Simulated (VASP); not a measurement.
Method: G0W0 on PBE orbitals, VASP's PBE PAW potentials (set 64) (plane waves; VASP 6.6.1).

Input for VASP

File POSCAR:
```
C
1.0
  0.0000000000   1.7835000000   1.7835000000
  1.7835000000   0.0000000000   1.7835000000
  1.7835000000   1.7835000000   0.0000000000
C
2
Cartesian
  0.0000000000   0.0000000000   0.0000000000
  0.8917500000   0.8917500000   0.8917500000
```

**KPOINTS**
```
K-points
0
Gamma
 4 4 4
0 0 0
```

### INCAR
```
SYSTEM = C
PREC = Normal
ENCUT = 500
ALGO = EVGW0
LREAL = .FALSE.
LASPH = .TRUE.
ISMEAR = 0
SIGMA = 0.01
GGA = PE
LWAVE = .FALSE.
LCHARG = .FALSE.
NELMGW = 1
NBANDS = 100
NOMEGA = 64
ENCUTGW = 150
NBANDSGW = 12
LSPECTRALGW = .TRUE.
```

POTCAR, in this order: C_GW_new (PBE.64 set). Program: vasp_std. Read from the step before: WAVECAR, WAVEDER.

Output

**OSZICAR**
```
energies w=
    0.000    0.000    0.953    0.000    1.903    0.000    2.850    0.000
    3.790    0.000    4.722    0.000    5.644    0.000    6.557    0.000
    7.457    0.000    8.346    0.000    9.222    0.000   10.086    0.000
   10.938    0.000   11.778    0.000   12.609    0.000   13.429    0.000
   14.241    0.000   15.046    0.000   15.844    0.000   16.638    0.000
   17.430    0.000   18.219    0.000   19.010    0.000   19.802    0.000
   20.599    0.000   21.403    0.000   22.214    0.000   23.037    0.000
   23.873    0.000   24.725    0.000   25.596    0.000   26.490    0.000
   27.409    0.000   28.358    0.000   29.342    0.000   30.364    0.000
   31.431    0.000   32.549    0.000   33.725    0.000   34.966    0.000
   36.284    0.000   37.687    0.000   39.191    0.000   40.808    0.000
   42.559    0.000   44.464    0.000   46.551    0.000   48.850    0.000
   51.403    0.000   54.258    0.000   57.478    0.000   61.144    0.000
   65.361    0.000   70.267    0.000   76.052    0.000   82.978    0.000
   91.422    0.000  101.941    0.000  115.402    0.000  133.222    0.000
  157.896    0.000  194.258    0.000  253.064    0.000  364.064    0.000
NQ=   1    0.0000    0.0000    0.0000,
 performed         68000 updates of chi_q(r,r)
NQ=   2    0.2500    0.0000    0.0000,
 performed        203000 updates of chi_q(r,r)
NQ=   3    0.5000    0.0000    0.0000,
 performed        319000 updates of chi_q(r,r)
NQ=   4    0.2500    0.2500    0.0000,
 performed        454000 updates of chi_q(r,r)
NQ=   5    0.5000    0.2500    0.0000,
 performed        642000 updates of chi_q(r,r)
NQ=   6   -0.2500    0.2500    0.0000,
 performed        811000 updates of chi_q(r,r)
NQ=   7    0.5000    0.5000    0.0000,
 performed        912000 updates of chi_q(r,r)
NQ=   8   -0.2500    0.5000    0.2500,
 performed       1042000 updates of chi_q(r,r)
 resolving degeneracies of screened two electron integrals
```

OUTCAR:
```


 k-point   1 :       0.0000    0.0000    0.0000
  band No.  KS-energies  QP-energies   sigma(KS)   V_xc(KS)     V^pw_x(r,r')   Z            occupation Imag(sigma)

      1      -8.7675     -10.3535     -16.8098     -14.7529     -25.3805       0.7711       2.0000       1.3925
      2      12.7150      12.0460     -17.6124     -16.7988     -19.5215       0.8222       2.0000       0.0637
      3      12.7150      12.0460     -17.6124     -16.7988     -19.5215       0.8222       2.0000       0.0637
      4      12.7150      12.0460     -17.6124     -16.7988     -19.5215       0.8222       2.0000       0.0637
      5      18.3097      19.2462     -14.3476     -15.4918      -9.1029       0.8184       0.0000      -0.0873
      6      18.3097      19.2462     -14.3476     -15.4918      -9.1029       0.8184       0.0000      -0.0873
      7      18.3097      19.2462     -14.3476     -15.4918      -9.1029       0.8184       0.0000      -0.0873
      8      26.0653      26.9562     -15.1935     -16.3551      -7.6773       0.7670       0.0000      -0.2109
      9      32.0068      32.1931     -11.6034     -11.8354      -4.2850       0.8033       0.0000      -0.3594
     10      39.2145      40.0058     -12.8986     -13.8672      -5.8919       0.8168       0.0000      -0.5463
     11      39.2145      40.0058     -12.8986     -13.8672      -5.8919       0.8168       0.0000      -0.5463
     12      40.2410      40.5152     -11.1361     -11.4750      -3.2399       0.8090       0.0000      -0.8442

 k-point   2 :       0.2500    0.0000    0.0000
  band No.  KS-energies  QP-energies   sigma(KS)   V_xc(KS)     V^pw_x(r,r')   Z            occupation Imag(sigma)

      1      -7.0504      -8.5901     -16.8854     -14.8846     -24.9581       0.7696       2.0000       1.1692
      2       6.1198       5.0302     -17.0440     -15.6777     -20.6334       0.7975       2.0000       0.1287
      3      10.9682      10.2072     -17.4145     -16.4845     -19.7178       0.8183       2.0000       0.0736
      4      10.9682      10.2072     -17.4145     -16.4845     -19.7178       0.8183       2.0000       0.0736
      5      20.5088      21.5288     -14.3955     -15.6520      -8.6276       0.8118       0.0000      -0.1036
      6      20.5088      21.5288     -14.3955     -15.6520      -8.6276       0.8118       0.0000      -0.1036
      7      20.8628      21.6987     -14.6272     -15.6592      -8.8372       0.8099       0.0000      -0.1071
      8      27.3718      28.3362     -14.4446     -15.6943      -6.7023       0.7717       0.0000      -0.2486
      9      33.4323      33.8203     -12.0646     -12.5539      -4.3263       0.7931       0.0000      -0.4360
     10      35.0858      35.6590     -12.0502     -12.7478      -5.1510       0.8218       0.0000      -0.4428
     11      35.0858      35.6590     -12.0502     -12.7478      -5.1510       0.8218       0.0000      -0.4428
     12      38.1911      38.5765     -11.9278     -12.4087      -3.7118       0.8014       0.0000      -0.7518

 k-point   3 :       0.5000    0.0000    0.0000
  band No.  KS-energies  QP-energies   sigma(KS)   V_xc(KS)     V^pw_x(r,r')   Z            occupation Imag(sigma)

      1      -2.9903      -4.4089     -17.5165     -15.6323     -24.5633       0.7529       2.0000       0.6872
      2      -0.6580      -1.9282     -16.2572     -14.5852     -21.9640       0.7597       2.0000       0.3909
      3       9.9160       9.0669     -17.4653     -16.4217     -20.1409       0.8137       2.0000       0.0829
      4       9.9160       9.0669     -17.4653     -16.4217     -20.1409       0.8137       2.0000       0.0829
      5      21.1743      22.1550     -13.9036     -15.1086      -7.9752       0.8139       0.0000      -0.1080
      6      21.1743      22.1550     -13.9036     -15.1086      -7.9752       0.8139       0.0000      -0.1080
      7      21.5676      22.3208     -14.6888     -15.6228      -8.6502       0.8064       0.0000      -0.1164
      8      28.4299      29.2204     -12.8666     -13.8853      -5.1040       0.7760       0.0000      -0.2614
      9      34.6236      35.3127     -12.9247     -13.8077      -4.7428       0.7804       0.0000      -0.4730
     10      36.9103      37.5208     -13.2380     -14.0244      -4.5013       0.7763       0.0000      -0.7374
     11      38.6558      39.3816     -12.8172     -13.7266      -4.6669       0.7982       0.0000      -0.7391
     12      38.6558      39.3816     -12.8172     -13.7266      -4.6669       0.7982       0.0000      -0.7391

 k-point   4 :       0.2500    0.2500    0.0000
  band No.  KS-energies  QP-energies   sigma(KS)   V_xc(KS)     V^pw_x(r,r')   Z            occupation Imag(sigma)

      1      -6.4805      -7.9384     -16.8788     -14.9247     -24.8087       0.7460       2.0000       1.0530
      2       8.1983       7.1629     -17.7617     -16.4753     -20.9823       0.8049       2.0000       0.1020
      3       8.5910       7.6841     -17.1113     -15.9905     -19.9953       0.8091       2.0000       0.0927
      4       8.5910       7.6841     -17.1113     -15.9905     -19.9953       0.8091       2.0000       0.0927
      5      17.1502      17.8052     -13.7774     -14.5711      -8.7131       0.8252       0.0000      -0.0828
      6      22.9547      23.5782     -12.7542     -13.5208      -6.5313       0.8134       0.0000      -0.1263
      7      24.3174      25.5064     -14.8460     -16.3488      -8.0920       0.7912       0.0000      -0.1531
      8      24.3174      25.5064     -14.8460     -16.3488      -8.0920       0.7912       0.0000      -0.1531
      9      32.8483      33.6289     -14.0903     -15.0931      -6.1332       0.7784       0.0000      -0.4677
     10      34.9234      35.4766     -12.5403     -13.2427      -4.3306       0.7876       0.0000      -0.5153
     11      42.1326      42.9580     -12.8980     -13.8853      -5.4840       0.8361       0.0000      -0.8272
     12      45.3424      45.7368     -11.2526     -11.7289      -2.9769       0.8280       0.0000      -1.2302

 k-point   5 :       0.5000    0.2500    0.0000
  band No.  KS-energies  QP-energies   sigma(KS)   V_xc(KS)     V^pw_x(r,r')   Z            occupation Imag(sigma)

      1      -2.7418      -4.1345     -17.2104     -15.3574     -24.0334       0.7516       2.0000       0.6266
      2       1.9281       0.6663     -17.0303     -15.3863     -22.0862       0.7675       2.0000       0.2531
      3       5.9722       4.8720     -16.9882     -15.6066     -20.6102       0.7963       2.0000       0.1264
      4       7.8381       6.8674     -17.1754     -15.9703     -20.3435       0.8054       2.0000       0.1011
      5      18.7828      19.3997     -13.2558     -14.0033      -7.8402       0.8253       0.0000      -0.0921
      6      24.1502      24.9848     -13.5046     -14.5431      -6.9343       0.8037       0.0000      -0.1503
      7      25.5393      26.7216     -14.5538     -16.0598      -7.3948       0.7851       0.0000      -0.1821
      8      26.0565      27.1155     -14.7268     -16.0799      -7.5177       0.7826       0.0000      -0.1962
      9      33.0387      33.8750     -13.5430     -14.6115      -5.4105       0.7827       0.0000      -0.4462
     10      36.3418      37.2235     -14.0296     -15.1757      -5.0543       0.7693       0.0000      -0.6943
     11      40.2422      40.9342     -12.6400     -13.4974      -4.7090       0.8071       0.0000      -0.7794
     12      43.6978      44.0699     -11.4879     -11.9477      -3.4324       0.8092       0.0000      -0.9854

 k-point   6 :      -0.2500    0.2500    0.0000
  band No.  KS-energies  QP-energies   sigma(KS)   V_xc(KS)     V^pw_x(r,r')   Z            occupation Imag(sigma)

      1      -4.2964      -5.7356     -17.0487     -15.1539     -24.3266       0.7595       2.0000       0.8073
      2       4.0139       2.7932     -17.3845     -15.8189     -21.8698       0.7797       2.0000       0.1827
      3       5.1038       3.9897     -16.6098     -15.2085     -20.3333       0.7951       2.0000       0.1402
      4       9.7028       8.8470     -17.3677     -16.3141     -20.0385       0.8122       2.0000       0.0834
      5      20.6412      21.4181     -13.6210     -14.5710      -7.8492       0.8178       0.0000      -0.1035
      6      22.7329      23.8777     -14.4303     -15.8655      -7.9145       0.7976       0.0000      -0.1347
      7      25.0825      26.0972     -14.5787     -15.8535      -7.8483       0.7959       0.0000      -0.1638
      8      26.6470      27.6172     -14.3355     -15.5865      -6.7994       0.7755       0.0000      -0.2215
      9      32.3718      33.0601     -12.8134     -13.6847      -5.0380       0.7899       0.0000      -0.3870
     10      33.4444      33.9853     -12.0165     -12.6702      -5.4349       0.8274       0.0000      -0.3524
     11      37.4862      38.2821     -13.6476     -14.6779      -4.6389       0.7725       0.0000      -0.7742
     12      45.9957      46.3208     -11.4743     -11.8729      -3.2585       0.8159       0.0000      -1.1648

 k-point   7 :       0.5000    0.5000    0.0000
  band No.  KS-energies  QP-energies   sigma(KS)   V_xc(KS)     V^pw_x(r,r')   Z            occupation Imag(sigma)

      1      -0.0503      -1.3870     -17.3102     -15.5418     -23.2332       0.7559       2.0000       0.3897
      2      -0.0503      -1.3870     -17.3102     -15.5418     -23.2332       0.7559       2.0000       0.3897
      3       6.4174       5.3669     -17.0871     -15.7716     -20.6620       0.7985       2.0000       0.1181
      4       6.4174       5.3669     -17.0871     -15.7716     -20.6620       0.7985       2.0000       0.1181
      5      17.4565      17.9135     -12.9470     -13.4967      -7.7611       0.8314       0.0000      -0.0856
      6      17.4565      17.9135     -12.9470     -13.4967      -7.7611       0.8314       0.0000      -0.0856
      7      29.5576      30.8634     -15.2296     -16.9516      -6.6286       0.7583       0.0000      -0.3506
      8      29.5576      30.8634     -15.2296     -16.9516      -6.6286       0.7583       0.0000      -0.3506
      9      35.9741      36.8608     -14.0158     -15.1605      -5.0841       0.7746       0.0000      -0.6817
...
```
(Selected blocks of OUTCAR.)

The mesh is coarse and the basis finite, so the quasiparticle values are not converged.

The compound is C in the diamond structure. The cell was not relaxed at this level. The k-mesh is coarse (spacing up to 0.76 per Å, 2π included), so the numbers may not be converged in it.
